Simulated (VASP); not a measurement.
# ScIn3N2 (P4/mmm) in VASP: notebook

The runs below take ScIn3N2 through relaxation of cell and atoms, with PBE.

Everything below comes from runs of VASP 6.6.1. Logs are shortened: lines on timing, memory, paths and dates and some standing lists are left out, and cuts for length are marked.

## (1) Starting point

It takes space group P4/mmm (No. 123, tetragonal). The conventional cell has a = 4.400 Å, b = 4.400 Å, c = 5.700 Å, α = 90.00°, β = 90.00°, γ = 90.00°. Sc (site symmetry 4/mmm) is surrounded by 4 N at 2.20 Å. In (site symmetry 4/mmm) has 4 N at 2.20 Å as nearest neighbours. In (site symmetry mmm) has 2 N at 2.85 Å and 4 In at 3.11 Å as nearest neighbours. Around N (site symmetry mmm) lie 2 Sc at 2.20 Å and 2 In at 2.20 Å.

The cell was built by a generator and needn't be a form met in nature.

## (2) Relaxation of cell and atoms, PBE

INCAR

```
PREC = Normal ; ENCUT = 520
EDIFF = 1E-4 ; ISMEAR = 0
SIGMA = 0.15 ; LREAL = False
LASPH = True ; NELM = 60
ALGO = Fast ; ISIF = 3
LWAVE = False ; LCHARG = False
GGA = PE ; IBRION = 2
NSW = 24 ; EDIFFG = -0.08
```

KPOINTS

```
Automatic mesh
0
Gamma
  3 3 3
```

POSCAR

```
ScIn3N2
1.0
    4.4000000000      0.0000000000      0.0000000000
    0.0000000000      4.4000000000      0.0000000000
    0.0000000000      0.0000000000      5.7000000000
Sc In N
1 3 2
Direct
    0.0000000000      0.0000000000      0.0000000000
    0.5000000000      0.5000000000      0.0000000000
    0.0000000000      0.5000000000      0.5000000000
    0.5000000000      0.0000000000      0.5000000000
    0.0000000000      0.5000000000      0.0000000000
    0.5000000000      0.0000000000      0.0000000000
```

Potentials or basis: VASP PAW PBE potentials, release 64 (Sc_sv, In_d, N).

Command:

```console
$ cat potpaw_PBE.64/Sc_sv/POTCAR potpaw_PBE.64/In_d/POTCAR potpaw_PBE.64/N/POTCAR > POTCAR
$ mpirun -np 1 vasp_std > vasp.out
```

OUTCAR:

```text
PREC = Normal
   ENCUT = 520
   EDIFF = 1E-4
   ISMEAR = 0
   LREAL = False
   LASPH = True
   NELM = 60
   ISIF = 3
   GGA = PE
   IBRION = 2
   NSW = 24
   EDIFFG = -0.08

 ion  position               nearest neighbor table
   1  0.000  0.000  0.000-   5 2.20   6 2.20   5 2.20   6 2.20   2 3.11   2 3.11   2 3.11   2 3.11
                             3 3.60   4 3.60   3 3.60   3 3.60   4 3.60   4 3.60   4 3.60   3 3.60
   2  0.500  0.500  0.000-   5 2.20   6 2.20   6 2.20   5 2.20   1 3.11   1 3.11   1 3.11   1 3.11
                             4 3.60   4 3.60   4 3.60   3 3.60   3 3.60   4 3.60   3 3.60   3 3.60
   3  0.000  0.500  0.500-   5 2.85   5 2.85   4 3.11   4 3.11   4 3.11   4 3.11   1 3.60   1 3.60
                             2 3.60   1 3.60   2 3.60   1 3.60   2 3.60   2 3.60
   4  0.500  0.000  0.500-   6 2.85   6 2.85   3 3.11   3 3.11   3 3.11   3 3.11   1 3.60   2 3.60
                             2 3.60   2 3.60   1 3.60   1 3.60   1 3.60   2 3.60
   5  0.000  0.500  0.000-   1 2.20   2 2.20   1 2.20   2 2.20   3 2.85   3 2.85
   6  0.500  0.000  0.000-   1 2.20   2 2.20   2 2.20   1 2.20   4 2.85   4 2.85

  LATTYP: Found a simple tetragonal cell.
 ALAT       =     4.4000000000
 C/A-ratio  =     1.2954545455

  Lattice vectors:

 A1 = (   4.4000000000,   0.0000000000,   0.0000000000)
 A2 = (   0.0000000000,   4.4000000000,   0.0000000000)
 A3 = (   0.0000000000,   0.0000000000,   5.7000000000)

Analysis of symmetry for initial positions (statically):
=====================================================================
 Subroutine PRICEL returns:
 Original cell was already a primitive cell.

 Routine SETGRP: Setting up the symmetry group for a
 simple tetragonal supercell.

 Subroutine GETGRP returns: Found 16 space group operations
 (whereof 16 operations were pure point group operations)
 out of a pool of 16 trial point group operations.

The static configuration has the point symmetry D_4h.

Analysis of symmetry for dynamics (positions and initial velocities):
=====================================================================
 Subroutine PRICEL returns:
 Original cell was already a primitive cell.

 Routine SETGRP: Setting up the symmetry group for a
 simple tetragonal supercell.

 Subroutine GETGRP returns: Found 16 space group operations
 (whereof 16 operations were pure point group operations)
 out of a pool of 16 trial point group operations.

The dynamic configuration has the point symmetry D_4h.

 Subroutine INISYM returns: Found 16 space group operations
 (whereof 16 operations are pure point group operations),
 and found     1 'primitive' translations

----------------------------------------------------------------------------------------

                                     Primitive cell

  volume of cell :     110.3520

  direct lattice vectors                    reciprocal lattice vectors
     4.400000000  0.000000000  0.000000000     0.227272727  0.000000000  0.000000000
     0.000000000  4.400000000  0.000000000     0.000000000  0.227272727  0.000000000
     0.000000000  0.000000000  5.700000000     0.000000000  0.000000000  0.175438596

  length of vectors
     4.400000000  4.400000000  5.700000000     0.227272727  0.227272727  0.175438596

  position of ions in fractional coordinates (direct lattice)
     0.000000000  0.000000000  0.000000000
     0.500000000  0.500000000  0.000000000
     0.000000000  0.500000000  0.500000000
     0.500000000  0.000000000  0.500000000
     0.000000000  0.500000000  0.000000000
     0.500000000  0.000000000  0.000000000

  ion indices of the primitive-cell ions
   primitive index   ion index
                 1           1
                 2           2
                 3           3
                 4           4
                 5           5
                 6           6

----------------------------------------------------------------------------------------

 KPOINTS: Automatic mesh

Automatic generation of k-mesh.
 Grid dimensions read from file:
 generate k-points for:    3    3    3

 Generating k-lattice:

  Cartesian coordinates                     Fractional coordinates (reciprocal lattice)
     0.075757576  0.000000000  0.000000000     0.333333333  0.000000000  0.000000000
     0.000000000  0.075757576  0.000000000     0.000000000  0.333333333  0.000000000
     0.000000000  0.000000000  0.058479532     0.000000000  0.000000000  0.333333333

  Length of vectors
     0.075757576  0.075757576  0.058479532

  Shift w.r.t. Gamma in fractional coordinates (k-lattice)
     0.000000000  0.000000000  0.000000000

 Subroutine IBZKPT returns following result:
 ===========================================

 Found      6 irreducible k-points:

 Following reciprocal coordinates:
            Coordinates               Weight
  0.000000  0.000000  0.000000      1.000000
  0.333333  0.000000  0.000000      4.000000
  0.333333  0.333333  0.000000      4.000000
  0.000000  0.000000  0.333333      2.000000
  0.333333  0.000000  0.333333      8.000000
  0.333333  0.333333  0.333333      8.000000
   k-points           NKPTS =      6   k-points in BZ     NKDIM =      6   number of bands    NBANDS=     36
   number of dos      NEDOS =    301   number of ions     NIONS =      6
   total plane-waves  NPLWV =  25088
   dimension x,y,z NGX =    28 NGY =   28 NGZ =   32
   dimension x,y,z NGXF=    56 NGYF=   56 NGZF=   64
   ions per type =               1   3   2
   NGX,Y,Z   is equivalent  to a cutoff of  10.58, 10.58,  9.33 a.u.
   NGXF,Y,Z  is equivalent  to a cutoff of  21.16, 21.16, 18.67 a.u.
 SYSTEM =  unknown system
   PREC   = normal    normal or accurate (medium, high low for compatibility)
   ISTART =      0    job   : 0-new  1-cont  2-samecut
   ICHARG =      2    charge: 1-file 2-atom 10-const
   ISPIN  =      1    spin polarized calculation?
   LNONCOLLINEAR =      F non collinear calculations
   LSORBIT =      F    spin-orbit coupling
   LASPH  =      T    aspherical Exc in radial PAW
   ENCUT  =  520.0 eV  38.22 Ry    6.18 a.u.   8.18  8.18 10.60*2*pi/ulx,y,z
   NELM   =     60;   NELMIN=  2; NELMDL= -5     # of ELM steps
   EDIFF  = 0.1E-03   stopping-criterion for ELM
   LREAL  =      F    real-space projection
   EDIFFG = -.8E-01   stopping-criterion for IOM
   NSW    =     24    number of steps for IOM
   IBRION =      2    ionic relax: 0-MD 1-quasi-New 2-CG
   NFREE  =      1    steps in history (QN), initial steepest desc. (CG)
   ISIF   =      3    stress and relaxation
   ISYM   =      2    0-nonsym 1-usesym 2-fastsym
   POTIM  = 0.5000    time-step for ionic-motion
   TEBEG  =    0.0;   TEEND  =   0.0 temperature during run
   PSTRESS=    0.0 pullay stress
   NELECT =      60.0000    total number of electrons
   NUPDOWN=      -1.0000    fix difference up-down
   EMIN   =  10.00;   EMAX   =-10.00  energy-range for DOS
   EFERMI =   0.00;   METHOD = LEGACY
   ISMEAR =     0;   SIGMA  =   0.15  broadening in eV -4-tet -1-fermi 0-gaus
   EFERMI_NEDOS =   21; number of points for ismear=-14 and -15
   IALGO  =     68    algorithm
   IMIX   =      4    mixing-type and parameters
     AMIX     =   0.40;   BMIX     =  1.00
     AMIX_MAG =   1.60;   BMIX_MAG =  1.00
  volume/ion in A,a.u.               =      18.39       124.12
  Fermi-wavevector in a.u.,A,eV,Ry     =   1.336181  2.525015 24.291552  1.785379
  Thomas-Fermi vector in A             =   2.464827
   LORBIT       =      0    0 simple, 1 ext, 2 COOP (PROOUT), +10 PAW based schemes
   GGA     = PE    functional components
   LHFCALC =     F    Hartree Fock is set to
   AEXX    =    0.0000 exact exchange contribution
   IVDW    =     0    specifies the selected vdW correction
   LEPSILON=     F    determine dielectric tensor
   LRPA    =     F    only Hartree local field effects (RPA)
 conjugate gradient relaxation of ions
 non-spin polarized calculation
 RMM-DIIS sequential band-by-band and
 Gauss-broadening in eV      SIGMA  =   0.15
  energy-cutoff  :      520.00
  volume of cell :      110.35
 maximum number of plane-waves:      2985
   NGX = 17   NGY = 17   NGZ = 21

--------------------------------------- Ionic step        1  -------------------------------------------

 number of electron      59.9999999 magnetization

 Free energy of the ion-electron system (eV)
  ---------------------------------------------------
  ext. energy  EPLUGINS =         0.00000000
  ---------------------------------------------------
  free energy    TOTEN  =       -31.34719694 eV

  energy without entropy =      -31.32434941  energy(sigma->0) =      -31.33577317

------------------------ aborting loop because EDIFF is reached ----------------------------------------

  FORCE on cell =-STRESS in cart. coord.  units (eV):
  Direction    XX          YY          ZZ          XY          YZ          ZX
  --------------------------------------------------------------------------------------
  -------------------------------------------------------------------------------------
  Total        3.3150768      3.3150768     -0.9553323      0.0000000     -0.0000000      0.0000000
  in kB       48.1308983     48.1308983    -13.8702676      0.0000000     -0.0000000      0.0000000
  external PRESSURE =      27.4638430 kB  Pullay stress =       0.0000000 kB
[... 185 lines left out ...]
  energy  without entropy=      -31.4077522647  energy(sigma->0) =      -31.41977415

--------------------------------------- Ionic step        6  -------------------------------------------

 number of electron      59.9999986 magnetization

 Free energy of the ion-electron system (eV)
  ---------------------------------------------------
  ext. energy  EPLUGINS =         0.00000000
  ---------------------------------------------------
  free energy    TOTEN  =       -31.43854726 eV

  energy without entropy =      -31.41574481  energy(sigma->0) =      -31.42714604

 E-fermi :   7.2346     XC(G=0): -10.6125

 val. band max:        6.9049766906   @ k =   0.0000   0.0000   0.0000
 cond. band min:       7.3006625765   @ k =   0.3333   0.3333   0.0000
 fundamental gap:      0.3956858859
 Fermi energy:         7.2346219424

 k-point     1 :       0.0000    0.0000    0.0000
  band No.  band energies     occupation
      1     -42.9736      2.00000
      2     -21.7630      2.00000
      3     -21.5195      2.00000
      4     -21.5195      2.00000
      5      -8.7040      2.00000
      6      -8.6209      2.00000
[... 256 lines left out ...]
  FREE ENERGIE OF THE ION-ELECTRON SYSTEM (eV)
  ---------------------------------------------------
  free  energy   TOTEN  =       -31.4385472609 eV

  energy  without entropy=      -31.4157448140  energy(sigma->0) =      -31.42714604

 reached required accuracy - stopping structural energy minimisation
```

Run time: 58 s. Hardware: 1 thread of Intel Xeon Platinum 8488C (Sapphire Rapids), shared host; peak memory 0.17 GiB.

Results:

```
Free energy                            : -31.4385 eV
Relaxed volume                         : 18.40 Å³/atom
Relaxed cell                           : a = 4.493 Å, b = 4.493 Å, c = 5.468 Å, α = 90.00°, β = 90.00°, γ = 90.00°
Space group after relaxing (to 0.05 Å) : P4/mmm (No. 123)
Energy gained by relaxing              : 15.2 meV/atom
Ionic steps                            : 6
Pressure after relaxing                : -0.3 GPa
Band gap on the k mesh                 : none (metal or under the smearing width)
```

Stress tensor (GPa, compression positive):
```
-0.40  0.00  0.00
 0.00 -0.40  0.00
 0.00  0.00 -0.07
```

The path:
| step | energy change (eV) | largest force (eV/Å) | pressure (GPa) | volume (Å³) |
| --- | --- | --- | --- | --- |
| 1 | 0.0000 | 0.0000 | 2.75 | 110.35 |
| 2 | -0.0440 | 0.0000 | -3.02 | 115.42 |
| 3 | -0.0606 | 0.0000 | -1.06 | 113.68 |
| 4 | -0.0785 | 0.0000 | -0.97 | 112.46 |
| 5 | -0.0846 | 0.0000 | 0.13 | 108.86 |
| 6 | -0.0914 | 0.0000 | -0.29 | 110.40 |

Final structure:
```
CELL_PARAMETERS angstrom
4.49339 0.00000 0.00000
0.00000 4.49339 0.00000
0.00000 0.00000 5.46770
ATOMIC_POSITIONS crystal
Sc 0.00000 0.00000 0.00000
In 0.50000 0.50000 0.00000
In 0.00000 0.50000 0.50000
In 0.50000 0.00000 0.50000
N 0.00000 0.50000 0.00000
N 0.50000 0.00000 0.00000
```

Caveat: the k mesh is coarse (spacing up to 0.48 Å⁻¹), so the values aren't converged; the relaxation stopped at a loose force limit of 0.08 eV/Å, so its end isn't a converged minimum.

(Part 1 of 3 ends here.)
